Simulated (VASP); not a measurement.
Calculation: AM05 GGA, VASP's PBE PAW potentials (set 64) (plane waves; VASP).

Input for VASP

**KPOINTS**
```
Automatic mesh
0
Gamma
7 7 7
0 0 0
```

**POSCAR**
```
CdS
1
    0.0000000000     2.9100000000     2.9100000000
    2.9100000000     0.0000000000     2.9100000000
    2.9100000000     2.9100000000     0.0000000000
Cd S
1 1
Direct
  0.0000000000   0.0000000000   0.0000000000
  0.2500000000   0.2500000000   0.2500000000
```

INCAR:
```
# general
SYSTEM   =  CdS
PREC     =  Accurate
ENCUT    =  520
LREAL    =  .False.
LASPH    =  .True.   # aspherical one-centre terms

# electronic loop
EDIFF    =  1E-6
NELM     =  100   # most electronic steps
ALGO     =  Normal   # blocked Davidson
LMAXMIX  =  4

# smearing
ISMEAR   =  0   # Gaussian
SIGMA    =  0.05

# functional
GGA      =  AM   # AM05

# ions
IBRION   =  2   # conjugate gradients
NSW      =  60   # most ionic steps
ISIF     =  3   # ions, shape and volume
EDIFFG   =  -0.01

# output
LWAVE    =  .False.
LCHARG   =  .False.
```

POTCAR, in this order: Cd S (PBE.64 set). Program: vasp_std.

The run wrote:

**OSZICAR**
```
       N       E                     dE             d eps       ncg     rms          rms(c)
DAV:   1     0.108454411052E+03    0.10845E+03   -0.93482E+03   528   0.126E+03
DAV:   2    -0.196246978269E+01   -0.11042E+03   -0.10477E+03   560   0.298E+02
DAV:   3    -0.680710363921E+01   -0.48446E+01   -0.48269E+01   635   0.643E+01
DAV:   4    -0.684263868836E+01   -0.35535E-01   -0.35517E-01   585   0.548E+00
DAV:   5    -0.684315321944E+01   -0.51453E-03   -0.51453E-03   630   0.643E-01    0.834E+00
DAV:   6    -0.636345577242E+01    0.47970E+00   -0.98388E-01   742   0.146E+01    0.651E+00
DAV:   7    -0.634447786838E+01    0.18978E-01   -0.19615E-01   550   0.362E+00    0.309E+00
DAV:   8    -0.634402853378E+01    0.44933E-03   -0.21441E-02   555   0.222E+00    0.281E-01
DAV:   9    -0.634394391441E+01    0.84619E-04   -0.32821E-03   610   0.978E-01    0.666E-02
DAV:  10    -0.634407566559E+01   -0.13175E-03   -0.33048E-04   550   0.237E-01    0.688E-02
DAV:  11    -0.634416563489E+01   -0.89969E-04   -0.12304E-04   538   0.118E-01    0.243E-02
DAV:  12    -0.634417090633E+01   -0.52714E-05   -0.50593E-05   598   0.955E-02    0.862E-03
DAV:  13    -0.634417273543E+01   -0.18291E-05   -0.55279E-06   535   0.243E-02    0.294E-03
DAV:  14    -0.634417279493E+01   -0.59498E-07   -0.19608E-07   390   0.483E-03
   1 F= -.63441728E+01 E0= -.63441728E+01  d E =-.634417E+01
       N       E                     dE             d eps       ncg     rms          rms(c)
DAV:   1    -0.645153976823E+01   -0.10737E+00   -0.21812E+00   560   0.207E+01    0.254E+00
DAV:   2    -0.635831849902E+01    0.93221E-01   -0.22593E-01   570   0.782E+00    0.937E-01
DAV:   3    -0.634811164863E+01    0.10207E-01   -0.27548E-02   550   0.207E+00    0.790E-01
DAV:   4    -0.634705357918E+01    0.10581E-02   -0.15923E-03   525   0.420E-01    0.166E-01
DAV:   5    -0.634696296643E+01    0.90613E-04   -0.34641E-04   625   0.300E-01    0.353E-02
DAV:   6    -0.634696411065E+01   -0.11442E-05   -0.47522E-05   520   0.956E-02    0.249E-02
DAV:   7    -0.634696633003E+01   -0.22194E-05   -0.45172E-06   555   0.177E-02    0.380E-03
DAV:   8    -0.634696620420E+01    0.12583E-06   -0.11233E-06   295   0.175E-02
   2 F= -.63469662E+01 E0= -.63469662E+01  d E =-.279341E-02
       N       E                     dE             d eps       ncg     rms          rms(c)
DAV:   1    -0.635460871215E+01   -0.76424E-02   -0.14883E-01   560   0.532E+00    0.630E-01
DAV:   2    -0.634806793873E+01    0.65408E-02   -0.16415E-02   575   0.212E+00    0.227E-01
DAV:   3    -0.634740612558E+01    0.66181E-03   -0.19296E-03   555   0.528E-01    0.187E-01
DAV:   4    -0.634735155045E+01    0.54575E-04   -0.10790E-04   525   0.121E-01    0.397E-02
DAV:   5    -0.634734793963E+01    0.36108E-05   -0.20823E-05   630   0.746E-02    0.130E-02
DAV:   6    -0.634734874214E+01   -0.80251E-06   -0.33367E-06   530   0.244E-02
   3 F= -.63473487E+01 E0= -.63473487E+01  d E =-.317595E-02
```

### OUTCAR
```
------------------------ aborting loop because EDIFF is reached ----------------------------------------
  FORCE on cell =-STRESS in cart. coord.  units (eV):
  Direction    XX          YY          ZZ          XY          YZ          ZX
  --------------------------------------------------------------------------------------
  Total       -0.0021124     -0.0021124     -0.0021124      0.0000000      0.0000000      0.0000000
  in kB       -0.0674142     -0.0674142     -0.0674142      0.0000000      0.0000000      0.0000000
  external PRESSURE =      -0.0674142 kB  Pullay stress =       0.0000000 kB
  volume of cell :       50.20
      direct lattice vectors                 reciprocal lattice vectors
     0.000000000  2.927983571  2.927983571    -0.170765985  0.170765985  0.170765985
     2.927983571 -0.000000000  2.927983571     0.170765985 -0.170765985  0.170765985
     2.927983571  2.927983571 -0.000000000     0.170765985  0.170765985 -0.170765985
  FREE ENERGIE OF THE ION-ELECTRON SYSTEM (eV)
  ---------------------------------------------------
  free  energy   TOTEN  =        -6.3473487421 eV

  energy  without entropy=       -6.3473487421  energy(sigma->0) =       -6.34734874

 reached required accuracy - stopping structural energy minimisation
```
(Selected blocks of OUTCAR.)

**CONTCAR**
```
CdS
   1.00000000000000
     0.0000000000000000    2.9279835711477382    2.9279835711477382
     2.9279835711477382   -0.0000000000000000    2.9279835711477382
     2.9279835711477382    2.9279835711477382   -0.0000000000000000
  Cd              S
     1     1
Direct
     0.0000000000000000    0.0000000000000000    0.0000000000000000
     0.2500000000000000    0.2500000000000000    0.2500000000000000
```

The compound is CdS in the zinc blende structure, a metastable form; wurtzite is the usual one. This run relaxes it. Symmetry was kept, so distortions that lower it aren't found.
